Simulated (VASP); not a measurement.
# Ru (relaxed from the bcc structure, space group Im-3m): computed properties

Computed with r2SCAN meta-GGA, VASP's PBE PAW potentials (set 64) (plane waves; VASP 6.6.1).

```
Quantity                                                              Result
----------------------------------  ----------------------------------------
space group                                                      Im-3m (229)
cell                                a = b = c = 3.0330 Å, α = β = γ = 90.00°
volume per atom                                                13.95 Å³/atom
band gap (over mesh and band path)  none (metal, semimetal or under 0.01 eV)
density                                                          12.03 g/cm³
```

Space group Im-3m (No. 229); a = 3.0330 Å, b = 3.0330 Å, c = 3.0330 Å, α = 90.00°, β = 90.00°, γ = 90.00°

| atom | site | symmetry | x | y | z |
|---|---|---|---|---|---|
| Ru | 2a | m-3m | 0.0000 | 0.0000 | 0.0000 |
(The calculation used a cell of 1 atom; values per cell refer to that cell.)

The structure was generated: Ru was put into the bcc type (Im-3m), which need not be its known phase. It was relaxed first. Symmetry was kept, so distortions that lower it aren't found.
